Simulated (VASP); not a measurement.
Input:

```
VAs
1.0
    3.05066     0.00000     0.00000
    0.00000     3.05066     0.00000
    0.00000     0.00000     3.05066
V As
1 1
Direct
  0.00000   0.00000   0.00000
  0.50000   0.50000   0.50000
```

Method: r2SCAN meta-GGA, VASP's PBE PAW potentials (set 64) (plane waves; VASP). Numerical set-up: 400 eV cut-off, 13×13×13 Γ-centred mesh, tetrahedra with Blöchl corrections, potentials V_sv As.

### Question
Predict the energy per atom (σ→0), band gap (over mesh and band path) with the smallest direct gap where there is one.

### Answer

```
Quantity                                                               Value
----------------------------------  ----------------------------------------
band gap (over mesh and band path)  none (metal, semimetal or under 0.01 eV)
energy per atom (σ→0)                                        -14.617 eV/atom
```

The structure was generated: VAs was put into the CsCl type type (Pm-3m), which need not be its known phase. It was relaxed first, which changed the volume by -36 %. The run is not spin-polarised, so no magnetic state was tried.
